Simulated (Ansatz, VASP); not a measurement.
# TiC in two plane-wave programs, part 3 of 3

Aim: how closely do two programs agree when they are given the same cell, functional and k mesh? The cell is generated by rule, not measured, and may not be a known phase. The cell is taken from a series of runs on this material, whose earlier steps may have relaxed, scaled, displaced or heated it; both programs get it as it stands.

VASP 6.6.1 and Ansatz 0.2.0.

So far: Starting point; Ansatz: zone-centre phonons, PBEsol; VASP: zone-centre phonons, PBEsol.

## (3) VASP: zone-centre phonons, PBEsol (continued)

Level of this step: PBEsol; plane waves and PAW (Ti_sv, C); invented cell (VASP).

Numbers of over 12 decimals in the logs are rounded to 6 here.

From OUTCAR (step 3):

```text
ion  position               nearest neighbor table
   1  0.000  0.000  0.000-   3 2.19   4 2.19   4 2.19   3 2.19   4 2.19   3 2.19   2 2.67   2 2.67

  LATTYP: Found a hexagonal cell.
 ALAT       =     3.0119863284
 C/A-ratio  =     1.7730886905

 Subroutine GETGRP returns: Found 24 space group operations
 (whereof 12 operations were pure point group operations)

The static configuration has the point symmetry D_3d.
 The point group associated with its full space group is D_6h.

 Found    135 irreducible k-points:

   k-points           NKPTS =    135   k-points in BZ     NKDIM =    135   number of bands    NBANDS=     22

   dimension x,y,z NGX =    24 NGY =   24 NGZ =   48
   dimension x,y,z NGXF=    48 NGYF=   48 NGZF=   96

   ENCUT  =  600.0 eV  44.10 Ry    6.64 a.u.   6.02  6.02 10.67*2*pi/ulx,y,z

   NELECT =      32.0000    total number of electrons

 k-points in reciprocal lattice and weights: Automatic mesh
   0.00000000  0.00000000  0.00000000       0.001
   0.06666667  0.00000000  0.00000000       0.003
   0.13333333  0.00000000  0.00000000       0.003
   0.20000000  0.00000000  0.00000000       0.003
   0.26666667  0.00000000  0.00000000       0.003
   0.33333333  0.00000000  0.00000000       0.003
   0.40000000  0.00000000  0.00000000       0.003
   0.46666667  0.00000000  0.00000000       0.003
   0.06666667  0.06666667  0.00000000       0.003
[...]
0.33333333  0.26666667  0.50000000       0.007
   0.33333333  0.33333333  0.50000000       0.001

 average (electrostatic) potential at core
       1 -71.4507       2 -71.4507       3 -44.9267       4 -44.9267

  Total        0.0234496      0.0234496      0.0235771     -0.0000000     -0.0000000     -0.0000000
  in kB        0.8954198      0.8954198      0.9002871     -0.0000000     -0.0000000     -0.0000000
  external PRESSURE =       0.8970422 kB  Pullay stress =       0.0000000 kB

  energy-cutoff  :      600.00
  volume of cell :       41.96
      direct lattice vectors                 reciprocal lattice vectors
     3.011986328  0.000003011  0.000000000     0.332006627  0.191684558  0.000000000
    -1.505995772  2.608455171  0.000000000    -0.000000383  0.383368453  0.000000000
     0.000000000  0.000000000  5.340518895     0.000000000  0.000000000  0.187247722

 POSITION                                       TOTAL-FORCE (eV/Angst)
 -----------------------------------------------------------------------------------
      0.00000      0.00000      0.00000         0.000000      0.000000     -0.000000
      0.00000      0.00000      2.67026         0.000000      0.000000     -0.000000
     -0.00000      1.73897      1.33513        -0.000000      0.000000      0.000000
      1.50599      0.86949      4.00539         0.000000     -0.000000     -0.000000
 -----------------------------------------------------------------------------------
    total drift:                               -0.000000      0.000000      0.000000

 Eigenvectors and eigenvalues of the dynamical matrix
 ----------------------------------------------------

   1 f  =   20.625712 THz   129.595172 2PiTHz  687.999703 cm-1    85.301053 meV
             X         Y         Z           dx          dy          dz
      0.000000  0.000000  0.000000    -0.000000   -0.000000   -0.000000
      0.000000  0.000000  2.670259    -0.000000   -0.000000   -0.000000
     -0.000002  1.738971  1.335130    -0.000000   -0.000000   -0.707107
      1.505992  0.869487  4.005389     0.000000    0.000000    0.707107

   2 f  =   16.274404 THz   102.255094 2PiTHz  542.855675 cm-1    67.305495 meV
             X         Y         Z           dx          dy          dz
      0.000000  0.000000  0.000000    -0.000000   -0.000000    0.316666
      0.000000  0.000000  2.670259    -0.000000   -0.000000    0.316666
     -0.000002  1.738971  1.335130    -0.000000   -0.000000   -0.632236
      1.505992  0.869487  4.005389     0.000000    0.000000   -0.632236

   3 f  =   13.759139 THz    86.451222 2PiTHz  458.955486 cm-1    56.903202 meV
             X         Y         Z           dx          dy          dz
      0.000000  0.000000  0.000000    -0.000000   -0.000000    0.707107
      0.000000  0.000000  2.670259     0.000000   -0.000000   -0.707107
     -0.000002  1.738971  1.335130     0.000000    0.000000   -0.000000
      1.505992  0.869487  4.005389     0.000000   -0.000000   -0.000000

   4 f  =   12.685867 THz    79.707652 2PiTHz  423.154971 cm-1    52.464506 meV
             X         Y         Z           dx          dy          dz
      0.000000  0.000000  0.000000     0.000000    0.000000    0.000000
      0.000000  0.000000  2.670259     0.000000    0.000000    0.000000
     -0.000002  1.738971  1.335130    -0.400611    0.582676    0.000000
      1.505992  0.869487  4.005389     0.400611   -0.582676    0.000000

   5 f  =   12.685867 THz    79.707652 2PiTHz  423.154971 cm-1    52.464506 meV
             X         Y         Z           dx          dy          dz
      0.000000  0.000000  0.000000     0.000000   -0.000000    0.000000
      0.000000  0.000000  2.670259     0.000000   -0.000000   -0.000000
     -0.000002  1.738971  1.335130    -0.582676   -0.400611    0.000000
      1.505992  0.869487  4.005389     0.582676    0.400611    0.000000

   6 f  =    6.622755 THz    41.611996 2PiTHz  220.911323 cm-1    27.389501 meV
             X         Y         Z           dx          dy          dz
      0.000000  0.000000  0.000000     0.180471   -0.262508   -0.000000
      0.000000  0.000000  2.670259     0.180471   -0.262508   -0.000000
     -0.000002  1.738971  1.335130    -0.357636    0.520208   -0.000000
      1.505992  0.869487  4.005389    -0.357636    0.520208   -0.000000

   7 f  =    6.622755 THz    41.611996 2PiTHz  220.911323 cm-1    27.389501 meV
             X         Y         Z           dx          dy          dz
      0.000000  0.000000  0.000000     0.262508    0.180471   -0.000000
      0.000000  0.000000  2.670259     0.262508    0.180471   -0.000000
     -0.000002  1.738971  1.335130    -0.520208   -0.357636   -0.000000
      1.505992  0.869487  4.005389    -0.520208   -0.357636   -0.000000

   8 f  =    3.933097 THz    24.712378 2PiTHz  131.193998 cm-1    16.265975 meV
             X         Y         Z           dx          dy          dz
      0.000000  0.000000  0.000000     0.400663   -0.582640    0.000000
      0.000000  0.000000  2.670259    -0.400663    0.582640   -0.000000
     -0.000002  1.738971  1.335130    -0.000000    0.000000    0.000000
      1.505992  0.869487  4.005389    -0.000000    0.000000   -0.000000

   9 f  =    3.933097 THz    24.712378 2PiTHz  131.193998 cm-1    16.265975 meV
             X         Y         Z           dx          dy          dz
      0.000000  0.000000  0.000000    -0.582640   -0.400663   -0.000000
      0.000000  0.000000  2.670259     0.582640    0.400663    0.000000
     -0.000002  1.738971  1.335130     0.000000   -0.000000   -0.000000
      1.505992  0.869487  4.005389     0.000000   -0.000000    0.000000

  10 f/i=    0.000152 THz     0.000958 2PiTHz    0.005085 cm-1     0.000631 meV
             X         Y         Z           dx          dy          dz
      0.000000  0.000000  0.000000     0.000000    0.000000    0.632236
      0.000000  0.000000  2.670259     0.000000    0.000000    0.632236
     -0.000002  1.738971  1.335130     0.000000    0.000000    0.316666
      1.505992  0.869487  4.005389     0.000000    0.000000    0.316666

  11 f/i=    0.019906 THz     0.125075 2PiTHz    0.664004 cm-1     0.082326 meV
             X         Y         Z           dx          dy          dz
      0.000000  0.000000  0.000000    -0.044260   -0.629731    0.000000
      0.000000  0.000000  2.670259    -0.044260   -0.629731    0.000000
     -0.000002  1.738971  1.335130    -0.022334   -0.317775    0.000000
      1.505992  0.869487  4.005389    -0.022334   -0.317775    0.000000

  12 f/i=    0.019906 THz     0.125075 2PiTHz    0.664004 cm-1     0.082326 meV
             X         Y         Z           dx          dy          dz
      0.000000  0.000000  0.000000     0.629731   -0.044260   -0.000000
      0.000000  0.000000  2.670259     0.629731   -0.044260   -0.000000
     -0.000002  1.738971  1.335130     0.317775   -0.022334   -0.000000
      1.505992  0.869487  4.005389     0.317775   -0.022334   -0.000000

 ELASTIC MODULI CONTR FROM IONIC RELAXATION (kBar)
 Direction    XX          YY          ZZ          XY          YZ          ZX
 --------------------------------------------------------------------------------
 XX          -0.0629      0.0629      0.0000      0.0000      0.0000      0.0000
 YY           0.0629     -0.0629     -0.0000      0.0000     -0.0000     -0.0000
 ZZ           0.0000     -0.0000     -0.0000     -0.0000     -0.0000     -0.0000
 XY           0.0000      0.0000     -0.0000     -0.0629      0.0000      0.0000
 YZ           0.0000     -0.0000     -0.0000      0.0000     -0.0000     -0.0000
 ZX           0.0000     -0.0000     -0.0000      0.0000     -0.0000     -0.0000
 --------------------------------------------------------------------------------
```

## (4) Comparison

Known differences besides the potentials themselves: the cutoff is 420 eV in Ansatz and 600 eV in VASP; Ansatz makes its cores anew for this functional, VASP keeps those of its PBE data sets. Total energies have different zeros and are not compared.

Both answers:

```tsv
quantity	Ansatz	VASP	difference
optical mode 1 to 2 (cm⁻¹)	130.3	131.2	-0.66 %
optical mode 3 to 4 (cm⁻¹)	222.0	220.9	+0.51 %
optical mode 5 to 6 (cm⁻¹)	422.4	423.2	-0.19 %
optical mode 7 (cm⁻¹)	456.9	459.0	-0.45 %
optical mode 8 (cm⁻¹)	543.2	542.9	+0.06 %
optical mode 9 (cm⁻¹)	689.2	688.0	+0.18 %
```

Modes are paired by rising frequency, not by their patterns, so a pair may set unlike modes beside each other; they are those without the splitting of longitudinal modes.

## (5) Summary of results

- r.m.s. difference of the optical zone-centre modes, each program's sorted by frequency (zone-centre phonons, PBEsol): 1.1 cm⁻¹
- difference in optical mode 1 to 2 (zone-centre phonons, PBEsol): -0.7 %

The r.m.s. difference of the optical zone-centre modes, each program's sorted by frequency is 1.1 cm⁻¹ (zone-centre phonons, PBEsol). Among the rows given in per cent, the largest difference of the zone-centre phonons, PBEsol pair is in optical mode 1 to 2, -0.7 %. Such differences can come from data sets, numerical settings and the points named under the comparisons, not from the functional's error against experiment.

[Lines on the potential files, build, host, timing and source positions are cut from VASP's logs without a mark.]

[Logs are printed without paths, hosts, clocks, repeated set-up lines and the standing remarks that a program may print on its own settings, such as how far it seeks lower states.]

[Hosts, paths, dates, database ids (printed as entryN), source tags and the programs' standing remarks are cut or masked in the printed files.]
